**Question**

CoSi is a metal with few carriers, and real crystals of it are diamagnetic: they carry no magnetic moment of their own. The table lists the moment of a cell with four Co and four Si atoms, computed at several levels of theory. The Hubbard $U$ is an energy, added on the Co d shell, that penalises partly filled d orbitals.

Kohn-Sham DFT calculations of CoSi (space group P2₁3, 8-atom cell, 10.93 Å³ per atom) at fixed geometry, with collinear spins and a ferromagnetic start. The basis column gives the plane-wave cutoff; Co5 means U = 5 eV on the Co d shell, and the moment is that of the whole cell.

```csv
method,rung,program,potentials,basis,"Hubbard U, eV",k mesh,smearing,cell moment (μB)
PBE,GGA,VASP,"VASP PAW PBE potentials, recommended",520 eV,none,6x6x6 8-atom cell,gaussian 0.015eV,0.000
PBE,GGA,Ansatz,Ansatz PAW,420 eV,none,6x6x6 8-atom cell,gaussian 0.014eV,0.000
PBE+U,GGA,GPAW,GPAW PAW data sets (gpaw data 1.2.1),450 eV,Co5,5x5x5 8-atom cell,Fermi-Dirac 0.01eV,4.000
r2SCAN,meta-GGA,VASP,"VASP PAW PBE potentials, recommended",520 eV,none,5x5x5 8-atom cell,Fermi-Dirac 0.05eV,0.000
r2SCAN+U,meta-GGA,VASP,"VASP PAW PBE potentials, recommended",520 eV,Co4,5x5x5 8-atom cell,Fermi-Dirac 0.05eV,4.000
r2SCAN+U,meta-GGA,VASP,"VASP PAW PBE potentials, recommended",520 eV,Co3,5x5x5 8-atom cell,Fermi-Dirac 0.05eV,4.000
r2SCAN+U,meta-GGA,VASP,"VASP PAW PBE potentials, recommended",520 eV,Co5,5x5x5 8-atom cell,Fermi-Dirac 0.05eV,4.000
```

(a) Which results are wrong, and what makes them so? (b) Four runs agree on the same moment. Does this agreement speak for them? (c) Explain the size of the moment, and estimate how strongly $U$ favours it.

**Model answer**

**(a)** The four runs with $U$ are wrong: they turn a nonmagnetic metal into a ferromagnet with 4 Bohr magnetons per cell. The r2SCAN rows identify the cause, because program, potentials, basis, mesh and smearing stay the same while only $U$ changes. The run without $U$ also started with a moment on every Co atom and lost it, so its zero was not imposed. For PBE the evidence is less clean, since the run with $U$ also differs in program and mesh from those without it.

**(b)** No. The agreement comes from counting electrons, and a count can't respond to the quality of a functional or to the value of $U$. Consider two limits. CoSi has $4\times(9+4)=52$ valence electrons per cell. If the spins are balanced, each has 26 and the moment is zero.

The other limit follows from FeSi, a semiconductor with the same structure and one electron fewer per metal atom. Its 48 electrons fill 24 bands of each spin, up to a gap. Suppose that CoSi keeps this gap and that one spin stops there. The other spin must then take all the remaining electrons:

$$M = (52-24)-24 = 4 .$$

The moment is the number of electrons that CoSi has beyond the filled bands of FeSi, one per Co atom. The count has no adjustable constant and gives the size of the moment in all four runs with $U$, as the output below shows. It doesn't predict which of the two limits a run will choose; that has to be read from the table.

**(c)** The choice is made by the penalty, which in its simplest form is

$$E_U=\frac{U}{2}\sum n(1-n),$$

where $n$ is the occupation of one d orbital with one spin. It vanishes for empty and full orbitals and is largest at half filling. In a metal the d electrons are shared in bands, so fractional occupations are natural there, and the term treats them as a fault. Making the two spins unequal raises one occupation of an orbital and lowers the other. Because $n(1-n)$ curves downwards, the sum of the two terms falls, even when one of the occupations moves towards one half.

Let a Co atom have the moment $m$, spread evenly over its five d orbitals, with the charge of each orbital held fixed. The two occupations of an orbital then differ by $m/5$, and the penalty per atom falls by

$$5\times\frac{U}{4}\left(\frac{m}{5}\right)^2=\frac{Um^2}{20}.$$

With $U=3$ eV and the computed Co moment of 1.15 Bohr magnetons, this is $3\times1.15^2/20\approx0.2$ eV per Co atom. An uneven spread of the same moment would gain more, so this is a lower estimate, and the true gain may be larger.

Against this gain stands the cost of moving two electrons per cell from one spin into higher bands of the other, less the exchange energy that the functional itself gives back. As $U$ goes to zero the gain vanishes and the cost remains, so the balanced state survives. A large enough $U$ can tip the balance. In the r2SCAN runs, which all began ferromagnetic, the moment starts to survive somewhere between 0 and 3 eV. Whether the magnetic state is also the lowest one at a given $U$ is untested.

**Remarks on the reasoning**

The whole number is itself a clue. In a metal with partly filled bands of both spins, the moment can take any value. Here it is an integer, although the smearing entropy of the r2SCAN runs at 3 and 4 eV shows that some levels are still partly filled. The natural reading is a half-metal: one spin has a gap and the other conducts. The total alone doesn't say which spin has the gap, but the likeness to FeSi points to the one with fewer electrons, and the levels at Γ agree. At $U=3$ eV the lowest empty level of that spin lies about 0.6 eV above the Fermi energy, below the roughly 1.3 eV of the other spin. If both spins filled the same levels there, exchange would be expected to order them the other way round, so this spin appears to have emptied levels that the other still fills. One k point does not prove a gap across the whole zone.

A locked total can hide a changing electron distribution. Between $U=3$ and 4 eV in r2SCAN, the moment on each Co atom grows from 1.15 to 1.20 Bohr magnetons. The Co and Si spheres together hold more than the total, and this excess grows too, from about 0.5 to 0.6 per cell. The Co spheres alone hold $4\times1.15=4.6$ at 3 eV, and Co atoms are expected to lie too far apart for their spheres to overlap, so an opposite moment sits outside them. The Si spheres show only a small part of it, which points to the space between the atoms for the rest. The local moments thus still depend on $U$ where the total has stopped doing so.

It would be a mistake to take the steady 4.000 as a sign of a reliable result. The useful test is to repeat the calculation without $U$ from the same magnetic start, and to compare both answers with the known magnetism of the material. The repeat needs a dense mesh: an LDA run of this cell without $U$ on a 2x2x2 mesh kept 0.58 Bohr magnetons, probably because so few k points sample the small pockets of carriers badly. For a neighbouring case, count first: each Fe atom put in place of Co removes one electron, so the same half-metallic state would lose one Bohr magneton. Mixed crystals of FeSi and CoSi do order magnetically over a range of compositions, so there a moment is not by itself a fault.

Numerical output:

```
valence electrons per cell of CoSi: 52
bands per spin below the FeSi-type gap: 24
electrons in the other spin channel: 28
Cell moment and electron count in Bohr magnetons:
       row  U in eV  computed  counted  counted less computed
       PBE        0         0        0                      0
       PBE        0         0        0                      0
     PBE+U        5         4        4                      0
    r2SCAN        0         0        0                      0
  r2SCAN+U        4         4        4                      0
  r2SCAN+U        3         4        4                      0
  r2SCAN+U        5         4        4                      0
r2SCAN+U rise of Co site moment from U 3 to 4 eV in Bohr magnetons: 0.048
r2SCAN+U at 3 eV moment outside the spheres per cell in Bohr magnetons: -0.496
r2SCAN+U at 4 eV moment outside the spheres per cell in Bohr magnetons: -0.616
PBE+U at 5 eV moment outside the spheres per cell in Bohr magnetons: -0.682
change of Co d charge from no U to 3 eV in electrons: 0.014
change of Co d charge from no U to 4 eV in electrons: 0.042
r2SCAN+U at 3 eV smearing entropy term per cell in meV: 7.72
r2SCAN+U at 4 eV smearing entropy term per cell in meV: 7.4
rise of the Stoner parameter at U 3 eV in eV: 0.6
least gain of the U term at 3 eV per Co in eV: 0.1984
least gain of the U term at 4 eV per Co in eV: 0.287
```
